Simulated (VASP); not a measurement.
Data:

```yaml
crystal:
  lattice:
    - [2.93729, 0.00000, 0.00000]
    - [0.00000, 2.79370, 0.00000]
    - [0.00000, 0.00000, 2.82965]
  atoms:
    - { symbol: Al, position: [0.50000, 0.50000, 0.50000] }
    - { symbol: Co, position: [0.03266, 0.00000, 0.00000] }
```

Level of theory: PBE GGA, VASP's PBE PAW potentials (set 64) (plane waves; VASP). Numerical set-up: 520 eV cut-off, 11×12×12 Γ-centred mesh, first-order Methfessel-Paxton smearing of 0.10 eV, potentials Al Co.

### Question
Which forces act on the atoms, in eV/Å?

### Answer

| atom | Fx | Fy | Fz |
|---|---|---|---|
| Al1 | 0.700 | 0.000 | 0.000 |
| Co2 | -0.700 | 0.000 | 0.000 |

### Question
Give the stress tensor in GPa (positive for a compressed cell).

### Answer

```
-3.29   0.00   0.00
 0.00   4.23   0.00
 0.00   0.00   1.30
```
The pressure is its mean diagonal, 0.75 GPa.

The compound is CoAl in the CsCl type structure. The cell was not relaxed at this level, atoms are displaced from their ideal sites. The run is one of a series of settings (ENCUT = 520 against the base run), some of them coarse on purpose. The run is not spin-polarised, so no magnetic state was tried.
